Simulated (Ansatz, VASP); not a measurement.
## Os (Osmium): VASP beside Ansatz

One calculation is typed for both programs; each brings its own data sets. How far apart do they land? The cell is taken from a series of runs on this material, whose earlier steps may have relaxed, scaled, displaced or heated it; both programs get it as it stands.

Main program and level: Ansatz 0.2.0; plane waves, with VASP 6.6.1 beside it; zone-centre phonons at PBEsol.

## Step 1: The starting structure

Symmetry: P6_3/mmc, No. 194, hexagonal system. Conventional cell: a = 2.750 Å, b = 2.750 Å, c = 4.182 Å, α = 90.00°, β = 90.00°, γ = 120.00°. Nearest to Os lie 12 Os at 2.63 to 2.75 Å.

## Step 2: Ansatz: zone-centre phonons, PBEsol

Ansatz runs on its PAW soft_1 files.

Second derivatives magnify differences that forces hide, and they need a tight electronic threshold.

input.yaml reads:

```yaml
crystal:
  lattice:
    - [2.7498940438, 0.0, 0.0]
    - [-1.3749470219, 2.3814780996, 0.0]
    - [0.0, 0.0, 4.1818322046]
  atoms:
    - { symbol: Os, position: [0.3333333329, 0.6666666671, 0.25] }
    - { symbol: Os, position: [0.6666666671, 0.3333333329, 0.75] }
kpoints:
  mp_grid: { grid: [18, 18, 12] }
hamiltonian:
  xc: pbesol
  pseudopotentials: { kind: paw, azcp: { folder: soft_1 }, xc_functional: pbe }
scf:
  occupations: { method: methfessel_paxton, width: 0.2 }
output:
  eigenvalues: true
phonons:
  method: dfpt
```

Started as:

```bash
$ ansatz run input.yaml --threads 4 --pin off --max-ram 10240MiB --backend cpu --events-out ev --progress --plain --runs-dir out
```

Numbers of over 12 decimals in the logs are rounded to 6 here.

Output:

```text
zone centre: on kpoints.mp_grid the ground state, and the responses unless they are solved on pairs of k-points, stand on 637 of the mesh's 3888 k-points, reduced under 4 symmetry operations, with k and −k counted as one. Each operation leaves every solved displacement unchanged or reverses it
Engine: ansatz 0.2.0, aarch64-unknown-linux-gnu
Pseudopotentials: kind: paw
Pseudopotential: Os, paw, valence charge 16, recommended cutoff 420 eV (normal), soft_1/Os.paw.azcp
Functional definition: PBEsol
  exchange = pbesol_x
  correlation = pbesol_c
Crystal: 2 atoms, lattice volume = 27.386 Å³
Basis set: ecut = 420 eV, 535 PW (Γ), exchange–correlation on 40×40×60 points (8 copies of the dense FFT grid, shifted against one another)
Bands: 20, of which v1, the nominal top of the filled ones, is band 16 counted from 1 (15 counted from 0)
Symmetry: 24 space group operations
k-points: 637 of 3888 (irreducible under 4 space group operations, time reversal used)
Non-local potential: Os, projectors of the file, l = 0: 3, l = 1: 2, l = 2: 2, l = 3: 1
PAW form: soft (Blöchl's): semilocal exchange-correlation on the pseudo side does not see the compensation charge
PAW frozen core: Os, regenerated for the run's functional, and the local potential with it (the file was generated under x = pbe(κ = 0.804, μ = 0.219515), c = pbe(β = 0.066725))
PAW one-centre angular grid: Os, 590 points (default); XC on 64 Gauss nodes
Initial density: superposition of atomic densities (chi_scale 0.1, normalization cell)
Initial wavefunctions: pseudopotential atomic-orbital guess
Functional: x = pbesol(κ = 0.804, μ = 0.123457), c = pbesol(β = 0.046)
SCF iter   1: F=—  HF=-22504.944221 eV  |F-HF|=—  |Δ(HF+E_count)|=         —  Δρ=6.40e-2  dr2=9.25e-1  ethr=3.10e-3  ⟨swp⟩=5.0  Hψ=116051  notcnv=0  defer=46
automatic band count: the SCF goes on with 24 bands, as 20 were too few: they end inside the smearing window of the response
preconditioner: auto → none  [metal: Δε(μ)=0.039 eV  Ē_g=12.353 eV  σ=0.200 eV  W_gap=0.16  n_scr=8 (ndim 8)  ℏωp=28.4 eV  f_vac=0.000  D(μ)=1.15/eV (n_scr^D=8)  sad-step TF]
SCF iter   2: F=—  HF=-22504.705828 eV  |F-HF|=—  |Δ(HF+E_count)|=   2.38e-1  S|Δr|=    0.00e0  Δρ=3.78e-2  dr2=3.13e-1  ethr=2.89e-3  ⟨swp⟩=2.0  Hψ=23041  notcnv=0  defer=626
SCF iter   3: F=—  HF=-22504.594976 eV  |F-HF|=—  |Δ(HF+E_count)|=   1.11e-1  S|Δr|=    0.00e0  Δρ=1.61e-3  dr2=2.89e-4  ethr=9.78e-4  ⟨swp⟩=2.0  Hψ=21722  notcnv=0  defer=626
SCF iter   4: F=—  HF=-22504.594759 eV  |F-HF|=—  |Δ(HF+E_count)|=   2.17e-4  S|Δr|=    0.00e0  Δρ=1.93e-4  dr2=5.18e-6  ethr=9.03e-7  ⟨swp⟩=2.2  Hψ=23725  notcnv=0  defer=817
SCF iter   5: F=—  HF=-22504.594759 eV  |F-HF|=—  |Δ(HF+E_count)|=   5.58e-7  S|Δr|=    0.00e0  Δρ=4.54e-5  dr2=3.15e-7  ethr=1.62e-8  ⟨swp⟩=2.9  Hψ=24219  notcnv=0  defer=817
SCF iter   6: F=—  HF=-22504.594764 eV  |F-HF|=—  |Δ(HF+E_count)|=   5.19e-6  S|Δr|=    0.00e0  Δρ=1.33e-5  dr2=3.47e-8  ethr=9.83e-10  ⟨swp⟩=2.2  Hψ=22933  notcnv=0  defer=934
SCF iter   7: F=—  HF=-22504.594764 eV  |F-HF|=—  |Δ(HF+E_count)|=   1.04e-8  S|Δr|=    0.00e0  Δρ=3.02e-6  dr2=1.79e-9  ethr=1.08e-10  ⟨swp⟩=2.4  Hψ=21004  notcnv=0  defer=934
SCF iter   8: F=-22504.594764 eV  HF=-22504.594764 eV  |F-HF|=0.00e0  |Δ(HF+E_count)|=  5.78e-10  S|Δr|=    0.00e0  Δρ=1.94e-7  dr2=5.89e-12  ethr=1.00e-12  ⟨swp⟩=9.0  Hψ=86184  notcnv=0
SCF 1 converged in 8 iterations: F = -22504.594764 eV  dr2 = 5.89e-12
  greatest PAW one-centre occupation: 1.000 electrons in one spin orbital (limit 2), on the Os atom at site 1 (counted from 0), in its partial waves of l = 0
DFPT response loops at Γ: preconditioner auto → Kerker (q_TF=auto, 2.800 Å⁻¹) (partly filled bands, converged f_vac=0.000); β = 1.00, the filter's whole step (`scf.mixing.beta` (0.50) is not read by the response loops under this deck's `scf.mixing.preconditioner`; to damp them name `kerker` or `kerker_dos`, under which they read `scf.mixing.beta`, and type it under 1.00, their step now; both keys bind the ground state too); Broyden in place of MSR1
SCF converged after 8 iterations
Stability not checked: this state was not tested for a lower state beside it, because cold or Methfessel-Paxton smearing, or corrected tetrahedra, fill the levels in a way that the test cannot read (fill_not_monotonic; see scf.lower_state_search)
Free energy (F): -22504.594764 eV
Harris-Foulkes:  -22504.594764 eV  (|F-HF|=0.00e0)
Internal energy: -22504.595162 eV  (E = F + TS)
E sigma→0 (E₀):  -22504.594863 eV
Entropy (-TS):   0.000398 eV (0.199 meV/atom)
Fermi energy:    26.521096 eV
--- Per-component energies (eV) ---
  E_band       = -116.565912
  E_kinetic    = 987.113580
  E_local      = -1790.109989  (includes V_loc(G=0)·N_el)
  E_nonlocal   = 398.489184
  E_hartree    = 642.971916
  E_xc         = -466.475883
  E_vxc        = -493.657530  (∫ρ·V_xc dr)
  E_paw        = -17829.912189  (= ΣΔE_a)
  E_vpaw       = -504.345827  (= ΣTr[D̂ρ^β])
  E_aug_tail   = 0.000907  (compensation charges beyond the density's cutoff)
  E_ewald      = -4447.168684
  E_core_change = 0.495995  (= ΣΔE_core)
  E_smearing   = 0.000398  (= −TS)
  E_closure    = 0.000000  (closes the sum)
  Σ components = -22504.594764   (vs F -22504.594764, Δ=0.00e0)
--- Band table (eV; the first three rows and the last of 637) ---
  k-point 0: bands = [... 12 lower, 24.0583, 24.2631, 24.2631, 24.5300, 24.5300, 26.9777, 28.2409, 28.2409, ... 4 higher]
  k-point 1: bands = [... 12 lower, 23.9950, 24.1851, 24.1851, 24.7168, 24.7168, 26.6527, 28.2739, 28.2739, ... 4 higher]
  k-point 2: bands = [... 12 lower, 23.8167, 23.9781, 23.9781, 25.1601, 25.1601, 25.8453, 28.3364, 28.3364, ... 4 higher]
  k-point 636: bands = [... 12 lower, 22.9715, 22.9715, 24.7869, 24.7869, 28.7998, 28.7998, 31.3788, 31.3788, ... 4 higher]
--- Phonons (Γ-DFPT): 2 representative perturbations + reference, on 637 of 3888 k-points (Σ response iterations 4) ---
  k mesh reduced under 4 symmetry operations, with k and −k counted as one. Each operation leaves every solved displacement unchanged or reverses it
  ASR residual: 1.629e-4 → 0.000e0 eV/Å²; symmetrization residual: 3.872e-13 eV/Å²
  ASR residual per site (eV/Å²): 1.63e-4 1.63e-4
  Γ frequencies (cm⁻¹): 0.00 0.00 0.00 182.20 182.20 258.81
  non-analytic LO–TO correction: not included (Born effective charges unavailable; polar crystals: no LO–TO splitting at Γ)
```

In the SCF lines HF is the Harris–Foulkes energy and dr2 the Hartree energy of the density residual, in eV; the loop may stop once dr2 is under the threshold and the program's other checks hold. Hψ counts applications of the Hamiltonian.

## Step 3: VASP: zone-centre phonons, PBEsol

The same cell, functional, mesh and smearing now go to VASP, with its own data sets.

Lines of VASP's logs that name or quote its potential files are left out, and so is its time.

INCAR reads:

```
SYSTEM = Os
PREC = Accurate
ENCUT = 600
EDIFF = 1E-08
NELM = 120
ISMEAR = 1
SIGMA = 0.2
LREAL = .FALSE.
ALGO = Normal
GGA = PS
NBANDS = 14
LASPH = .TRUE.
LORBIT = 11
LWAVE = .FALSE.
LCHARG = .FALSE.
ISIF = 2
IBRION = 8
GGA_COMPAT = .FALSE.
KPAR = 2
```

POSCAR reads:

```
Os
1.0
    2.7498940438      0.0000000000      0.0000000000
   -1.3749470219      2.3814780996      0.0000000000
    0.0000000000      0.0000000000      4.1818322046
Os
2
Direct
    0.3333333329      0.6666666671      0.2500000000
    0.6666666671      0.3333333329      0.7500000000
```

KPOINTS reads:

```
Automatic mesh
0
Gamma
18 18 12
0 0 0
```

PAW data sets: Os (PBE family, release 64).

Started as:

```bash
$ mpirun -np 2 vasp_std
```

Output:

```text
[banner, memory and clock lines left out]
running    2 mpi-ranks, on    1 nodes
 distrk:  each k-point on    1 cores,    2 groups
 distr:  one band on    1 cores,    1 groups

 POSCAR found type information on POSCAR Os
 POSCAR found :  1 types and       2 ions
|                                                                             |
|               ----> ADVICE to this user running VASP <----                  |
|                                                                             |
|     You enforced a specific xc type in the INCAR file but a different       |
|     [... a line on the potential file left out ...]
|     I HOPE YOU KNOW WHAT YOU ARE DOING!                                     |
|                                                                             |

 LDA part: xc-table for (Slater+PW92), standard interpolation
 POSCAR, INCAR and KPOINTS ok, starting setup
 FFT: planning ... GRIDC
 FFT: planning ... GRID_SOFT
 FFT: planning ... GRID
 WAVECAR not read
 entering main loop
       N       E                     dE             d eps       ncg     rms          rms(c)
DAV:   1     0.117583406020E+03    0.11758E+03   -0.82090E+03  7260   0.124E+03
DAV:   2    -0.194163025832E+02   -0.13700E+03   -0.12034E+03  7420   0.370E+02
DAV:   3    -0.258598941851E+02   -0.64436E+01   -0.61031E+01  9586   0.704E+01
DAV:   4    -0.259323913466E+02   -0.72497E-01   -0.72269E-01  7780   0.766E+00
DAV:   5    -0.259328101087E+02   -0.41876E-03   -0.41872E-03  9540   0.531E-01    0.253E+01
DAV:   6    -0.247799937185E+02    0.11528E+01   -0.10278E+00  9004   0.889E+00    0.116E+01
DAV:   7    -0.244324761730E+02    0.34752E+00   -0.72301E-01  9130   0.734E+00    0.584E-01
DAV:   8    -0.244262198241E+02    0.62563E-02   -0.70564E-03  7410   0.675E-01    0.389E-01
DAV:   9    -0.244231362495E+02    0.30836E-02   -0.19859E-03  8608   0.485E-01    0.549E-02
DAV:  10    -0.244231507969E+02   -0.14547E-04   -0.74970E-05  9052   0.803E-02    0.107E-02
DAV:  11    -0.244231334859E+02    0.17311E-04   -0.40355E-06  8068   0.211E-02    0.171E-03
DAV:  12    -0.244231325750E+02    0.91089E-06   -0.15118E-07  9046   0.427E-03    0.759E-04
DAV:  13    -0.244231324673E+02    0.10774E-06   -0.34949E-09  5378   0.598E-04    0.346E-04
DAV:  14    -0.244231324255E+02    0.41795E-07   -0.43140E-10  4238   0.190E-04    0.125E-04
DAV:  15    -0.244231324109E+02    0.14633E-07   -0.12865E-10  4010   0.138E-04    0.106E-04
DAV:  16    -0.244231324043E+02    0.65590E-08   -0.19450E-11  3908   0.523E-05
   1 F= -.24423132E+02 E0= -.24423268E+02  d E =0.405504E-03
 Linear response reoptimize wavefunctions to high precision
DAV:   1    -0.244231324045E+02   -0.23647E-09   -0.33487E-12  4022   0.219E-05
DAV:   2    -0.244231324045E+02   -0.25011E-11   -0.70430E-13  3878   0.909E-06
 Linear response DOF=           2
 Linear response progress:
  Degree of freedom:   1/  2
       N       E                     dE             d eps       ncg     rms          rms(c)
RMM:   1    -0.193942915733E+00   -0.19394E+00   -0.11411E-01 54177   0.255E+00
RMM:   2    -0.189713973213E+00    0.42289E-02   -0.17858E-03 41766   0.577E-01    0.151E-01
RMM:   3    -0.188530040323E+00    0.11839E-02   -0.53816E-04 50039   0.165E-01    0.863E-02
RMM:   4    -0.187814717285E+00    0.71532E-03   -0.79465E-04 50517   0.190E-01    0.113E-02
RMM:   5    -0.187875999952E+00   -0.61283E-04   -0.21664E-05 51563   0.323E-02    0.551E-03
RMM:   6    -0.187851626492E+00    0.24373E-04   -0.23568E-06 51940   0.105E-02    0.132E-03
RMM:   7    -0.187849737047E+00    0.18894E-05   -0.48209E-08 53210   0.144E-03    0.928E-04
RMM:   8    -0.187846552013E+00    0.31850E-05   -0.13047E-07 51579   0.152E-03    0.103E-04
RMM:   9    -0.187845876844E+00    0.67517E-06   -0.40449E-08 53674   0.229E-04    0.305E-05
RMM:  10    -0.187845667709E+00    0.20914E-06   -0.57251E-08 49874   0.397E-05    0.514E-06
RMM:  11    -0.187845632468E+00    0.35241E-07    0.31199E-08 54359   0.141E-05    0.229E-06
RMM:  12    -0.187845644089E+00   -0.11621E-07   -0.46476E-09 51816   0.691E-06    0.436E-07
RMM:  13    -0.187845645802E+00   -0.17127E-08   -0.36043E-09 29249   0.269E-06    0.115E-07
 first order change of Fermi-energy  -0.11385E-04
 force on displaced ion       1 direction 1 : -11.564   0.001   0.000
 Linear response progress:
  Degree of freedom:   2/  2
       N       E                     dE             d eps       ncg     rms          rms(c)
RMM:   1    -0.244434179161E+00   -0.24443E+00   -0.13878E-01 19431   0.270E+00
RMM:   2    -0.235812991228E+00    0.86212E-02   -0.60399E-03 14113   0.786E-01    0.184E-01
RMM:   3    -0.235197079152E+00    0.61591E-03   -0.93260E-04 17679   0.172E-01    0.104E-01
RMM:   4    -0.235238649576E+00   -0.41570E-04   -0.37937E-04 17672   0.151E-01    0.113E-02
RMM:   5    -0.235293330934E+00   -0.54681E-04    0.52671E-05 18272   0.180E-02    0.540E-03
RMM:   6    -0.235304328871E+00   -0.10998E-04    0.11407E-05 16612   0.398E-03    0.388E-03
RMM:   7    -0.235313660632E+00   -0.93318E-05    0.79891E-06 17631   0.466E-03    0.477E-04
RMM:   8    -0.235310747265E+00    0.29134E-05   -0.62185E-07 18235   0.124E-03    0.168E-04
RMM:   9    -0.235309020489E+00    0.17268E-05   -0.24560E-07 18088   0.454E-04    0.805E-05
RMM:  10    -0.235308875355E+00    0.14513E-06    0.38191E-07 17237   0.236E-04    0.517E-06
RMM:  11    -0.235308935650E+00   -0.60295E-07   -0.44461E-08 18646   0.502E-05    0.282E-06
RMM:  12    -0.235308934180E+00    0.14701E-08   -0.10888E-08 17870   0.124E-05    0.628E-07
 first order change of Fermi-energy   0.12366E-03
 force on displaced ion       1 direction 3 :  -0.000   0.000 -23.416
 Linear response finished
```

Parts of OUTCAR (step 3):

```text
ion  position               nearest neighbor table
   1  0.333  0.667  0.250-   2 2.63   2 2.63   2 2.63   2 2.63   2 2.63   2 2.63
   2  0.667  0.333  0.750-   1 2.63   1 2.63   1 2.63   1 2.63   1 2.63   1 2.63

  LATTYP: Found a hexagonal cell.
 ALAT       =     2.7498940438
 C/A-ratio  =     1.5207248490

 Subroutine GETGRP returns: Found 24 space group operations
 (whereof 12 operations were pure point group operations)

The static configuration has the point symmetry D_3d.
 The point group associated with its full space group is D_6h.

 Found    259 irreducible k-points:

   k-points           NKPTS =    259   k-points in BZ     NKDIM =    259   number of bands    NBANDS=     14

   dimension x,y,z NGX =    24 NGY =   24 NGZ =   36
   dimension x,y,z NGXF=    48 NGYF=   48 NGZF=   72

   ENCUT  =  600.0 eV  44.10 Ry    6.64 a.u.   5.49  5.49  8.35*2*pi/ulx,y,z

   NELECT =      16.0000    total number of electrons

 k-points in reciprocal lattice and weights: Automatic mesh
   0.00000000  0.00000000  0.00000000       0.000
   0.05555556 -0.00000000  0.00000000       0.002
   0.11111111 -0.00000000  0.00000000       0.002
   0.16666667 -0.00000000  0.00000000       0.002
   0.22222222 -0.00000000  0.00000000       0.002
   0.27777778 -0.00000000  0.00000000       0.002
   0.33333333  0.00000000  0.00000000       0.002
   0.38888889 -0.00000000  0.00000000       0.002
   0.44444444 -0.00000000  0.00000000       0.002
[...]
0.33333333  0.27777778  0.50000000       0.003
   0.33333333  0.33333333  0.50000000       0.001

 average (electrostatic) potential at core
       1 -42.7737       2 -42.7737

  Total        0.1448133      0.1448133      4.2130165     -0.0000000      0.0000000      0.0000000
  in kB        8.4720765      8.4720765    246.4759709     -0.0000000      0.0000000      0.0000000
  external PRESSURE =      87.8067080 kB  Pullay stress =       0.0000000 kB

  energy-cutoff  :      600.00
  volume of cell :       27.39
      direct lattice vectors                 reciprocal lattice vectors
     2.749894044  0.000000000  0.000000000     0.363650375  0.209953642  0.000000000
    -1.374947022  2.381478100  0.000000000     0.000000000  0.419907284  0.000000000
     0.000000000  0.000000000  4.181832205     0.000000000  0.000000000  0.239129633

 POSITION                                       TOTAL-FORCE (eV/Angst)
 -----------------------------------------------------------------------------------
     -0.00000      1.58765      1.04546         0.000000      0.000000      0.000000
      1.37495      0.79383      3.13637        -0.000000      0.000000      0.000000
 -----------------------------------------------------------------------------------
    total drift:                               -0.000000      0.000000     -0.000000

 Eigenvectors and eigenvalues of the dynamical matrix
 ----------------------------------------------------

   1 f  =    7.757335 THz    48.740773 2PiTHz  258.756841 cm-1    32.081745 meV
             X         Y         Z           dx          dy          dz
     -0.000000  1.587652  1.045458     0.000000    0.000000    0.707107
      1.374947  0.793826  3.136374     0.000000    0.000000   -0.707107

   2 f  =    5.451562 THz    34.253174 2PiTHz  181.844535 cm-1    22.545839 meV
             X         Y         Z           dx          dy          dz
     -0.000000  1.587652  1.045458     0.707107    0.000000    0.000000
      1.374947  0.793826  3.136374    -0.707107   -0.000000    0.000000

   3 f  =    5.451562 THz    34.253174 2PiTHz  181.844535 cm-1    22.545839 meV
             X         Y         Z           dx          dy          dz
     -0.000000  1.587652  1.045458    -0.000000    0.707107   -0.000000
      1.374947  0.793826  3.136374     0.000000   -0.707107   -0.000000

   4 f  =    0.000000 THz     0.000000 2PiTHz    0.000001 cm-1     0.000000 meV
             X         Y         Z           dx          dy          dz
     -0.000000  1.587652  1.045458     0.465279   -0.509781   -0.153751
      1.374947  0.793826  3.136374     0.465279   -0.509781   -0.153751

   5 f/i=    0.000000 THz     0.000000 2PiTHz    0.000001 cm-1     0.000000 meV
             X         Y         Z           dx          dy          dz
     -0.000000  1.587652  1.045458     0.329791    0.115602    0.614715
      1.374947  0.793826  3.136374     0.329791    0.115602    0.614715

   6 f/i=    0.000000 THz     0.000001 2PiTHz    0.000003 cm-1     0.000000 meV
             X         Y         Z           dx          dy          dz
     -0.000000  1.587652  1.045458     0.418035    0.476193   -0.313826
      1.374947  0.793826  3.136374     0.418035    0.476193   -0.313826

 ELASTIC MODULI CONTR FROM IONIC RELAXATION (kBar)
 Direction    XX          YY          ZZ          XY          YZ          ZX
 --------------------------------------------------------------------------------
 XX         -42.7328     42.7328      0.0000     -0.0000     -0.0000      0.0000
 YY          42.7328    -42.7328      0.0000      0.0000      0.0000      0.0000
 ZZ           0.0000      0.0000      0.0000      0.0000      0.0000      0.0000
 XY          -0.0000      0.0000      0.0000    -42.7328     -0.0000      0.0000
 YZ          -0.0000      0.0000      0.0000     -0.0000     -0.0000      0.0000
 ZX           0.0000      0.0000      0.0000      0.0000      0.0000      0.0000
 --------------------------------------------------------------------------------
```

## Step 4: Comparison

Known differences besides the potentials themselves: the data sets hold 32 valence electrons in Ansatz (on its PAW soft_1 files) and 16 in VASP; the cutoff is 420 eV in Ansatz and 600 eV in VASP; Ansatz makes its cores anew for this functional, VASP keeps those of its PBE data sets. Total energies have different zeros and are not compared.

Both answers:

| quantity | Ansatz | VASP | difference |
| --- | --- | --- | --- |
| optical mode 1 to 2 (cm⁻¹) | 182.2 | 181.8 | +0.20 % |
| optical mode 3 (cm⁻¹) | 258.8 | 258.8 | +0.02 % |

Modes are paired by rising frequency, not by their patterns, so a pair may set unlike modes beside each other; they are those without the splitting of longitudinal modes.

## Step 5: What came out

```yaml
r_m_s_difference_of_the_optical_zone_centre_modes_each_program_s_sorted_by_frequency_zone_centre_phonons_pbesol: 0.29 cm⁻¹
```

In words: The r.m.s. difference of the optical zone-centre modes, each program's sorted by frequency is 0.29 cm⁻¹ (zone-centre phonons, PBEsol). The data sets hold unlike numbers of valence electrons (32 in Ansatz and 16 in VASP), so part of the differences comes from the potentials. Such differences can come from data sets, numerical settings and the points named under the comparisons, not from the functional's error against experiment.

[Lines on the potential files, build, host, timing and source positions are cut from VASP's logs without a mark.]

[Logs are printed without paths, hosts, clocks, repeated set-up lines and the standing remarks that a program may print on its own settings, such as how far it seeks lower states.]

[Hosts, paths, dates, database ids (printed as entryN), source tags and the programs' standing remarks are cut or masked in the printed files.]
